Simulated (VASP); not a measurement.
VASP ran on this input.

File POSCAR:
```
Pt3Ti
1
    3.8590517569     0.0000000000     0.0000000000
    0.0000000000     3.8590517569     0.0000000000
    0.0000000000     0.0000000000     3.8590517569
Ti Pt
1 3
Direct
  0.0000000000   0.0000000000   0.0000000000
  0.0000000000   0.5000000000   0.5000000000
  0.5000000000   0.0000000000   0.5000000000
  0.5000000000   0.5000000000   0.0000000000
```

KPOINTS:
```
Automatic mesh
0
Gamma
8 8 8
0 0 0
```

### INCAR
```
# general
SYSTEM =Pt3Ti
PREC   =Accurate
ENCUT  =520
LREAL  =.FALSE.   # projection in real space or not
LASPH  =.TRUE.   # aspherical one-centre terms

# electronic loop
EDIFF  =1E-7
NELM   =100
ALGO   =Normal
LMAXMIX=6   # l cut-off of mixed one-centre charges

# smearing
ISMEAR =1   # Methfessel-Paxton
SIGMA  =0.1

# functional
GGA    =PS   # PBEsol

# ions
ISIF   =2   # forces and stress, cell fixed

# output
LWAVE  =.FALSE.
LCHARG =.FALSE.
```

POTCAR, in this order: Ti_sv Pt (PBE.64 set). Program: vasp_std.

**Question.** Write an equivalent input for Ansatz.

**Answer.** One equivalent input (not run):
Ansatz 0.2 input:
```yaml
crystal:
  lattice:
    - [3.8590518, 0.0000000, 0.0000000]
    - [0.0000000, 3.8590518, 0.0000000]
    - [0.0000000, 0.0000000, 3.8590518]
  atoms:
    - { symbol: Ti, position: [0.0000000, 0.0000000, 0.0000000] }
    - { symbol: Pt, position: [0.0000000, 0.5000000, 0.5000000] }
    - { symbol: Pt, position: [0.5000000, 0.0000000, 0.5000000] }
    - { symbol: Pt, position: [0.5000000, 0.5000000, 0.0000000] }
kpoints:
  mp_grid: { grid: [8, 8, 8] }
hamiltonian:
  xc: pbesol
  pseudopotentials: { kind: paw }
scf:
  occupations: { method: methfessel_paxton, width: 0.1 }
  max_iter: 100
output: { forces: true, stress: true, eigenvalues: true }
```
The two are equivalent in intent, not identical: each code has its own PAW files, so the cut-off isn't converted (ENCUT is set for VASP's; basis.ecutwfc is left out, and Ansatz then takes the one that its files recommend); Ansatz stops its SCF on the density residual and VASP on the energy change (EDIFF).

The compound is Pt3Ti in the L1_2 structure. This cell is one point of a volume scan, at 0.97 of the reference volume.
